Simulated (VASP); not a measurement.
Consider the following.

```
HgS
1.0
    0.00000     2.94390     2.94390
    2.94390     0.00000     2.94390
    2.94390     2.94390     0.00000
Hg S
1 1
Direct
  0.00000   0.00000   0.00000
  0.25000   0.25000   0.25000
```

Calculation: PBEsol GGA, VASP's PBE PAW potentials (set 64) (plane waves; VASP). Numerical set-up: 400 eV cut-off, Gaussian smearing of 0.050 eV, potentials Hg S.

Unless said otherwise, spin-orbit coupling is left out, though it shifts the bands of the heavy elements here.

What does the run give for the band gap (along the path) with the smallest direct gap where there is one?

| Quantity | Result |
|---|---|
| band gap (along the path) | none (metal, semimetal or under 0.01 eV) |

Total energies compare only between runs with the same potentials, cut-off and functional.

The structure was generated: HgS was put into the zinc blende type (F-43m), which need not be its known phase. It was relaxed first, which changed the volume by +24 %.
